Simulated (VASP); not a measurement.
Output of a VASP run:

File OSZICAR:
```
       N       E                     dE             d eps       ncg     rms          rms(c)
DAV:   1     0.168019875771E+03    0.16802E+03   -0.18326E+04   984   0.154E+03
DAV:   2    -0.372902495684E+02   -0.20531E+03   -0.19887E+03  1324   0.319E+02
DAV:   3    -0.442379300046E+02   -0.69477E+01   -0.69281E+01  1152   0.631E+01
DAV:   4    -0.442918515114E+02   -0.53922E-01   -0.53853E-01  1136   0.639E+00
DAV:   5    -0.442924388400E+02   -0.58733E-03   -0.58723E-03  1116   0.651E-01    0.171E+01
DAV:   6    -0.394614016955E+02    0.48310E+01   -0.19423E+01  1068   0.311E+01    0.753E+00
DAV:   7    -0.394803337476E+02   -0.18932E-01   -0.54701E-01  1124   0.520E+00    0.291E+00
DAV:   8    -0.394876963076E+02   -0.73626E-02   -0.18410E-02  1068   0.146E+00    0.107E+00
DAV:   9    -0.394914044951E+02   -0.37082E-02   -0.67537E-03  1088   0.913E-01    0.213E-01
DAV:  10    -0.394915399358E+02   -0.13544E-03   -0.52892E-04  1116   0.190E-01    0.482E-02
DAV:  11    -0.394915110900E+02    0.28846E-04   -0.12817E-04  1108   0.878E-02    0.145E-02
DAV:  12    -0.394915114074E+02   -0.31743E-06   -0.66056E-06  1084   0.189E-02
   1 F= -.39491511E+02 E0= -.39491511E+02  d E =-.394915E+02
       N       E                     dE             d eps       ncg     rms          rms(c)
DAV:   1    -0.395699656083E+02   -0.78455E-01   -0.20868E+00  1080   0.131E+01    0.233E+00
DAV:   2    -0.394905747857E+02    0.79391E-01   -0.30446E-01  1072   0.425E+00    0.474E-01
DAV:   3    -0.394884913634E+02    0.20834E-02   -0.11448E-02  1076   0.773E-01    0.239E-01
DAV:   4    -0.394877500540E+02    0.74131E-03   -0.81425E-04  1092   0.230E-01    0.765E-02
DAV:   5    -0.394876759983E+02    0.74056E-04   -0.12624E-04  1104   0.859E-02    0.203E-02
DAV:   6    -0.394876747135E+02    0.12848E-05   -0.32284E-06   892   0.149E-02    0.434E-03
DAV:   7    -0.394876740178E+02    0.69571E-06   -0.69583E-07   624   0.632E-03
   2 F= -.39487674E+02 E0= -.39487674E+02  d E =0.383739E-02
       N       E                     dE             d eps       ncg     rms          rms(c)
DAV:   1    -0.395234314621E+02   -0.35757E-01   -0.68674E-01  1080   0.757E+00    0.134E+00
DAV:   2    -0.394975633991E+02    0.25868E-01   -0.98103E-02  1064   0.241E+00    0.278E-01
DAV:   3    -0.394968519852E+02    0.71141E-03   -0.39330E-03  1076   0.454E-01    0.131E-01
DAV:   4    -0.394966121412E+02    0.23984E-03   -0.28608E-04  1076   0.137E-01    0.403E-02
DAV:   5    -0.394965933219E+02    0.18819E-04   -0.40101E-05  1116   0.488E-02    0.126E-02
DAV:   6    -0.394965952337E+02   -0.19117E-05   -0.10149E-06   720   0.838E-03    0.204E-03
DAV:   7    -0.394965955473E+02   -0.31362E-06   -0.32085E-07   580   0.449E-03
   3 F= -.39496596E+02 E0= -.39496596E+02  d E =-.508414E-02
       N       E                     dE             d eps       ncg     rms          rms(c)
DAV:   1    -0.394966180298E+02   -0.22796E-04   -0.96119E-02   968   0.264E+00    0.790E-02
DAV:   2    -0.394967517513E+02   -0.13372E-03   -0.21123E-03  1132   0.361E-01    0.369E-02
DAV:   3    -0.394967287984E+02    0.22953E-04   -0.28764E-05  1116   0.543E-02    0.184E-02
DAV:   4    -0.394967240083E+02    0.47901E-05   -0.22341E-05  1100   0.433E-02    0.314E-03
DAV:   5    -0.394967242162E+02   -0.20787E-06   -0.32704E-06   900   0.148E-02
   4 F= -.39496724E+02 E0= -.39496724E+02  d E =-.128669E-03
```

OUTCAR:
```
------------------------ aborting loop because EDIFF is reached ----------------------------------------
  FORCE on cell =-STRESS in cart. coord.  units (eV):
  Direction    XX          YY          ZZ          XY          YZ          ZX
  --------------------------------------------------------------------------------------
  Total        0.0373153      0.0373153     -0.0524069     -0.0000000      0.0000000      0.0000000
  in kB        1.2539911      1.2539911     -1.7611460     -0.0000000      0.0000000      0.0000000
  external PRESSURE =       0.2489454 kB  Pullay stress =       0.0000000 kB
  volume of cell :       47.68
      direct lattice vectors                 reciprocal lattice vectors
     4.205365163 -0.000000000  0.000000000     0.237791479 -0.000000000  0.000000000
     0.000000000  4.205365163  0.000000000     0.000000000  0.237791479  0.000000000
     0.000000000  0.000000000  2.695852602     0.000000000  0.000000000  0.370940162
 POSITION                                       TOTAL-FORCE (eV/Angst)
 -----------------------------------------------------------------------------------
      0.00000      0.00000      0.00000        -0.000000      0.000000      0.000000
      2.10268      2.10268      1.34793        -0.000000      0.000000      0.000000
      1.28689      1.28689      2.69585        -0.012775     -0.012775      0.000000
      3.38958      0.81579      1.34793        -0.012775      0.012775      0.000000
      0.81579      3.38958      1.34793         0.012775     -0.012775      0.000000
      2.91847      2.91847      0.00000         0.012775      0.012775      0.000000
 -----------------------------------------------------------------------------------
    total drift:                                0.000000     -0.000000     -0.000000
  FREE ENERGIE OF THE ION-ELECTRON SYSTEM (eV)
  ---------------------------------------------------
  free  energy   TOTEN  =       -39.4967242162 eV

  energy  without entropy=      -39.4967242162  energy(sigma->0) =      -39.49672422

 reached required accuracy - stopping structural energy minimisation
```
(Selected blocks of OUTCAR.)

File POSCAR:
```
SiO2
1
    4.1938818509     0.0000000000     0.0000000000
   -0.0000000000     4.1938818509     0.0000000000
    0.0000000000     0.0000000000     2.6825246477
Si O
2 4
Direct
  0.0000000000   0.0000000000   0.0000000000
  0.5000000000   0.5000000000   0.5000000000
  0.3057128375   0.3057128375   0.0000000000
  0.8057128375   0.1942871625   0.5000000000
  0.1942871625   0.8057128375   0.5000000000
  0.6942871625   0.6942871625   0.0000000000
```

Problem. Reconstruct the remaining input files.

Solution. This is not unique; one that fits is the input of the run itself, rev-vdW-DF2, plane waves, VASP's PBE PAW potentials (set 64).

INCAR:
```
AGGAC  =  0.0
ALGO  =  Normal
EDIFF  =  1E-6
EDIFFG  =  -0.02
ENCUT  =  520
GGA  =  MK
IBRION  =  2
ISIF  =  3
ISMEAR  =  0
LASPH  =  .True.
LCHARG  =  .False.
LREAL  =  .False.
LUSE_VDW  =  .True.
LWAVE  =  .False.
NELM  =  100
NSW  =  60
PARAM1  =  0.1234568
PARAM2  =  0.7114
PREC  =  Accurate
SIGMA  =  0.05
SYSTEM  =  SiO2
ZAB_VDW  =  -1.8867
```

### KPOINTS
```
Automatic mesh
0
G
 5 5 7
0 0 0
```

POTCAR, in this order: Si O (PBE.64 set). Program: vasp_std.

The compound is SiO2 in the rutile structure, stishovite, a high-pressure form. This run relaxes it. Symmetry was kept, so distortions that lower it aren't found.
